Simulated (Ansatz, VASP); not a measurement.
**One calculation of Mg6CuB, two programs**

Contents of run.py:

```python
from ase.calculators.vasp import Vasp
from ase.dft.bandgap import bandgap
from ase.io import read

atoms = read('Mg6CuB.cif')
calc = Vasp(
    directory='calc',
    xc='pbe',
    pp='PBE',
    setups='recommended',
    pp_version='54',
    prec='Accurate',
    encut=520,
    ediff=1e-06,
    ismear=0,
    sigma=0.1,
    lreal=False,
    lasph=True,
    nelm=80,
    algo='Fast',
    isif=2,
    lwave=False,
    lcharg=False,
    kpts=[7, 5, 5],
    gamma=True,
)
atoms.calc = calc

print('energy (eV):', atoms.get_potential_energy())
print('free energy (eV):', atoms.get_potential_energy(force_consistent=True))
print('forces (eV/A):')
print(atoms.get_forces())
print('stress (eV/A^3, Voigt):', atoms.get_stress())
print('Fermi level (eV):', calc.get_fermi_level())
gap, top, bottom = bandgap(calc)
print('band gap (eV):', gap, 'from (spin, k, band)', top, 'to', bottom)
```

The input Mg6CuB.cif:

```cif
data_Mg6CuB
_cell_length_a 3.70907800
_cell_length_b 6.39886087
_cell_length_c 6.39886087
_cell_angle_alpha 78.49138913
_cell_angle_beta 90.00000000
_cell_angle_gamma 90.00000000
_space_group_name_H-M_alt 'P1'
_space_group_name_Hall 'P 1'
_space_group_IT_number 1
loop_
_space_group_symop_operation_xyz
'x,y,z'
loop_
_atom_site_label
_atom_site_type_symbol
_atom_site_symmetry_multiplicity
_atom_site_Wyckoff_symbol
_atom_site_fract_x
_atom_site_fract_y
_atom_site_fract_z
_atom_site_occupancy
Cu1 Cu 1 a 0.0000000000 0.9480530000 0.9480530000 1
Mg1 Mg 1 a 0.5000000000 0.1373250000 0.1373250000 1
Mg2 Mg 1 a 0.5000000000 0.1015620000 0.6667150000 1
Mg3 Mg 1 a 0.5000000000 0.6667150000 0.1015620000 1
Mg4 Mg 1 a 0.0000000000 0.3703950000 0.3703950000 1
Mg5 Mg 1 a 0.0000000000 0.4473610000 0.8057860000 1
Mg6 Mg 1 a 0.0000000000 0.8057860000 0.4473610000 1
B1 B 1 a 0.5000000000 0.5228050000 0.5228050000 1
```

The input input.yaml:

```yaml
crystal:
  lattice:
    - [3.709078, 0.0, 0.0]
    - [0.0, 4.048221, 4.955535]
    - [0.0, -4.048221, 4.955535]
  atoms:
    - { symbol: Cu, position: [0.0, 0.948053, 0.948053] }
    - { symbol: Mg, position: [0.5, 0.137325, 0.137325] }
    - { symbol: Mg, position: [0.5, 0.101562, 0.666715] }
    - { symbol: Mg, position: [0.5, 0.666715, 0.101562] }
    - { symbol: Mg, position: [0.0, 0.370395, 0.370395] }
    - { symbol: Mg, position: [0.0, 0.447361, 0.805786] }
    - { symbol: Mg, position: [0.0, 0.805786, 0.447361] }
    - { symbol: B, position: [0.5, 0.522805, 0.522805] }
hamiltonian:
  xc: pbe
  pseudopotentials: { kind: paw }
kpoints:
  mp_grid: { grid: [7, 5, 5] }
scf:
  occupations: { method: gaussian, width: 0.1 }
output:
  forces: true
  stress: true
  eigenvalues: true
  write_density: true
  write_potential: true
  elf: true
  volumetric_format: npy
```

The cell comes from a database or a generator and needn't be the stable form of this composition.

Alike in both runs: task single point; functional PBE; k mesh 7 × 5 × 5; occupations gaussian, width 0.1 eV; no spin polarisation.

|  | VASP | Ansatz |
| --- | --- | --- |
| version | VASP 6.6.1 | Ansatz 0.2.0 |
| potentials or method | VASP PAW PBE potentials, release 54 (Cu, Mg, B) | Ansatz PAW |
| plane-wave cutoff (eV) | 520 | 420 |
| valence electrons in the cell | 26 | 82 |

Ansatz gave:

```
gap on the k mesh at the Fermi level (eV)       : none
pressure (GPa)                                  : 0.5
largest component of the traceless stress (GPa) : 0.23
rms of the force components (eV/Å)              : 0.041
```

Question: What did VASP give for the same quantities?

Answer: gap on the k mesh at the Fermi level (eV): none; pressure (GPa): 0.4; largest component of the traceless stress (GPa): 0.20; rms of the force components (eV/Å): 0.039.

A gap of «none» marks a metal or a gap that the smearing closes. The two sets of potentials don't hold the same shells in valence.
